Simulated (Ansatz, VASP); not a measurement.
# Cross-check of Sb (antimonene 3 layers, AB) between VASP and Ansatz, part 2 of 2

One calculation is typed for both programs; each brings its own data sets. How far apart do they land? The cell is taken from a series of runs on this material, whose earlier steps may have relaxed, scaled, displaced or heated it; both programs get it as it stands.

VASP 6.6.1 and Ansatz 0.2.0.

So far: The structure; Ansatz: single point, PBE with D3(BJ); VASP: single point, PBE with D3(BJ); Differences.

## Step 5: VASP: single point, PBE, spin-orbit coupling

Level of this step: PBE, spin-orbit coupling; plane waves and PAW (Sb) (VASP).

With cell and atoms fixed, the geometry can't cause a difference; cores, projectors, grids and the points listed under the comparison can.

Input file INCAR:

```
SYSTEM = Sb
PREC = Accurate
ENCUT = 400
EDIFF = 1E-06
NELM = 200
ISMEAR = -1
SIGMA = 0.02585
LREAL = .FALSE.
ALGO = Normal
GGA = PE
LNONCOLLINEAR = .TRUE.
MAGMOM = 0 0 0 0 0 0 0 0 0 0 0 0 0 0 0 0 0 0
NBANDS = 42
GGA_COMPAT = .FALSE.
LASPH = .TRUE.
LSORBIT = .TRUE.
LORBIT = 11
LWAVE = .FALSE.
LCHARG = .FALSE.
ISIF = 2
LDIPOL = .TRUE.
IDIPOL = 3
DIPOL = 0.5 0.5 0.488
LVHAR = .TRUE.
NELMDL = -8
KPAR = 2
```

Input file POSCAR:

```
Sb
1.0
    4.1463374140      0.0000000000      0.0000000000
   -2.0731687070      3.5908335332      0.0000000000
    0.0000000000      0.0000000000     28.9139084966
Sb
6
Direct
    0.6666666667      0.3333333333      0.3112688830
    0.3333333334      0.6666666666      0.3667901763
    0.0000000000      1.0000000000      0.4476280764
    0.6666666667      0.3333333333      0.5032433992
    0.6666666667      0.3333333333      0.6326198234
    0.3333333334      0.6666666666      0.6887311170
```

Input file KPOINTS:

```
Automatic mesh
0
Gamma
12 12 1
0 0 0
```

The projector-augmented-wave data sets are Sb (PBE family, release 64).

Run with:

```
$ mpirun -np 2 vasp_ncl
```

Numbers of over 12 decimals in the logs are rounded to 6 here.

Log:

```text
[... set-up lines as in an earlier step ...]
 entering main loop
       N       E                     dE             d eps       ncg     rms          rms(c)
DAV:   1     0.161502946565E+03    0.16150E+03   -0.77446E+03  2612   0.827E+02
DAV:   2    -0.634574219746E+01   -0.16785E+03   -0.16214E+03  3548   0.161E+02
DAV:   3    -0.241124734372E+02   -0.17767E+02   -0.17492E+02  3102   0.565E+01
DAV:   4    -0.247844820762E+02   -0.67201E+00   -0.66840E+00  3640   0.126E+01
[...]
DAV:  26    -0.247184670732E+02   -0.20257E-05   -0.81075E-08  1968   0.697E-04    0.216E-04
DAV:  27    -0.247184688535E+02   -0.17802E-05   -0.45700E-08  1698   0.640E-04    0.149E-04
DAV:  28    -0.247184694795E+02   -0.62602E-06   -0.12505E-08  1458   0.358E-04
   1 F= -.24718469E+02 E0= -.24716769E+02  d E =-.340130E-02  mag=     0.0000     0.0000     0.0000
```

OUTCAR, selected parts (step 5):

```text
  Total        2.4378151      2.4378151      1.8994678      0.0000000      0.0000000      0.0000000
  in kB        9.0728689      9.0728689      7.0692899      0.0000000      0.0000000      0.0000000
  external PRESSURE =       8.4050092 kB  Pullay stress =       0.0000000 kB

 POSITION                                       TOTAL-FORCE (eV/Angst)
 -----------------------------------------------------------------------------------
      2.07317      1.19694      9.00000         0.000000      0.000000     -0.195799
      0.00000      2.39389     10.60534         0.000000      0.000000     -0.003171
      0.00000      0.00000     12.94268         0.000000      0.000000     -0.041042
      2.07317      1.19694     14.55073        -0.000000     -0.000000      0.109337
      2.07317      1.19694     18.29151        -0.000000      0.000000     -0.030298
      0.00000      2.39389     19.91391         0.000000      0.000000      0.160973
 -----------------------------------------------------------------------------------
    total drift:                               -0.000000      0.000000      0.000016

  FREE ENERGIE OF THE ION-ELECTRON SYSTEM (eV)
  ---------------------------------------------------
  free  energy   TOTEN  =       -24.7184694795 eV

  energy  without entropy=      -24.7150681835  energy(sigma->0) =      -24.71676883

 magnetization (x)
# of ion       s       p       d       tot
------------------------------------------
    1        0.000   0.000  -0.000  -0.000
    2        0.000  -0.000   0.000  -0.000
    3       -0.000   0.000   0.000  -0.000
    4        0.000   0.000   0.000   0.000
    5        0.000   0.000  -0.000   0.000
    6        0.000   0.000   0.000   0.000
--------------------------------------------------
tot          0.000   0.000  -0.000   0.000

 magnetization (y)
# of ion       s       p       d       tot
------------------------------------------
    1       -0.000   0.000   0.000  -0.000
    2        0.000   0.000   0.000   0.000
    3        0.000   0.000   0.000   0.000
    4        0.000   0.000  -0.000  -0.000
    5        0.000   0.000   0.000   0.000
    6        0.000   0.000   0.000   0.000
--------------------------------------------------
tot         -0.000   0.000   0.000  -0.000

 magnetization (z)
# of ion       s       p       d       tot
------------------------------------------
    1        0.000   0.000  -0.000  -0.000
    2       -0.000   0.000   0.000  -0.000
    3        0.000   0.000   0.000   0.000
    4        0.000   0.000   0.000   0.000
    5        0.000   0.000  -0.000   0.000
    6       -0.000   0.000   0.000   0.000
--------------------------------------------------
tot          0.000   0.000   0.000   0.000

[... 1 part as in an earlier step ...]

[... 2 further parts left out ...]
[key lines of the parts left out:]
E-fermi :   0.8736
```

## Step 6: Ansatz: single point, PBE, spin-orbit coupling

The same cell, functional, mesh and smearing now go to Ansatz, which takes its cutoff from its data sets.

The cell is taken from a series of runs on this material, whose earlier steps may have relaxed, scaled, displaced or heated it; both programs get it as it stands.

Input file input.yaml:

```yaml
crystal:
  lattice:
    - [4.146337414, 0.0, 0.0]
    - [-2.073168707, 3.5908335332, 0.0]
    - [0.0, 0.0, 28.9139084966]
  atoms:
    - { symbol: Sb, position: [0.6666666667, 0.3333333333, 0.311268883] }
    - { symbol: Sb, position: [0.3333333333, 0.6666666667, 0.3667901763] }
    - { symbol: Sb, position: [0.0, 0.0, 0.4476280764] }
    - { symbol: Sb, position: [0.6666666667, 0.3333333333, 0.5032433992] }
    - { symbol: Sb, position: [0.6666666667, 0.3333333333, 0.6326198234] }
    - { symbol: Sb, position: [0.3333333333, 0.6666666667, 0.688731117] }
kpoints:
  mp_grid: { grid: [12, 12, 1] }
  band_path:
    path: [[0, 0, 0], [0.5, 0, 0], [0.33333333, 0.33333333, 0], [0, 0, 0]]
    npoints: 16
hamiltonian:
  xc: pbe
  pseudopotentials: { kind: paw_fr }
magnetization:
  noncollinear: true
  spin_orbit: true
scf:
  occupations: { method: fermi_dirac, width: 0.02585 }
  convergence: { dr2_threshold: 1.0e-09 }
efield:
  axis: 3
  dipole_correction: true
  ramp_position: 0.97
  ramp_width: 0.06
  amplitude: 0
output:
  write_potential: true
  write_density: true
  volumetric_format: npy
```

Run with:

```
$ ansatz run input.yaml --threads 4 --pin off --max-ram 6144MiB --backend cpu --events-out ev --progress --plain --runs-dir out
```

Log:

```text
[...]
non-collinear run that drives no moment, with spin-orbit: no starting moment large enough to seed its density (crystal.atoms[].spin), no starting occupations that ask for one, no magnetisation constraint and no magnetic field, so the semilocal B_xc is pinned to zero
Crystal: 6 atoms, lattice volume = 430.494 Å³
[...]
k-point 1: bands = [... 86 lower, 1.1373, 1.1841, 2.1388, 2.1503, 2.6105, 2.6605, 3.0562, 3.1070, ... 14 higher]
  k-point 2: bands = [... 86 lower, 1.0131, 1.0470, 1.5178, 1.5344, 2.7611, 2.7721, 2.9225, 2.9548, ... 14 higher]
  k-point 18: bands = [... 86 lower, -0.6576, -0.5160, 0.0745, 0.0943, 2.5203, 2.5338, 2.8243, 2.9204, ... 14 higher]
[key lines of the parts left out:]
SCF converged after 12 iterations
Magnetization: |M| = 0.0000 μB,  M = (+0.0000, +0.0000, +0.0000) μB
Free energy (F): -38920.940442 eV
Fermi energy:    2.065463 eV
Dipole field:    D = -0.001465 V/Å  (p = -0.003486 e·Å, saw-weighted, corrected)
Work function:   Φ+ = 3.9305 eV   Φ− = 3.8881 eV
```

## Step 7: Side by side

What differs besides the data sets and the points named for the pairs above, as far as they apply: spin-orbit coupling enters by fully relativistic files in Ansatz and inside the spheres in VASP; the data sets hold 90 valence electrons in Ansatz (on its fully relativistic PAW (standard-fr) files) and 30 in VASP. Total energies have different zeros and are not compared.

The two programs side by side:

```tsv
quantity	Ansatz	VASP	difference
work function, lower of the two faces (eV)	3.89	3.91	-0.02
work function, higher of the two faces (eV)	3.93	3.95	-0.02
```

With vacuum in the cell, a pressure given here is an average over mostly empty space and none of the material.

## Step 8: Summary of results

| Quantity | Value |
| --- | --- |
| difference in work function, higher of the two faces (single point, PBE with D3(BJ)) | -0.023 eV |
| difference in work function, higher of the two faces (single point, PBE, spin-orbit coupling) | -0.022 eV |

In words: The difference in work function, higher of the two faces is -0.023 eV (single point, PBE with D3(BJ)). The data sets hold unlike numbers of valence electrons (90 in Ansatz and 30 in VASP), so part of the differences comes from the potentials. Such differences can come from data sets, numerical settings and the points named under the comparisons, not from the functional's error against experiment.

[Lines on the potential files, build, host, timing and source positions are cut from VASP's logs without a mark.]

[Logs are printed without paths, hosts, clocks, repeated set-up lines and the standing remarks that a program may print on its own settings, such as how far it seeks lower states.]

[Hosts, paths, dates, database ids (printed as entryN), source tags and the programs' standing remarks are cut or masked in the printed files.]
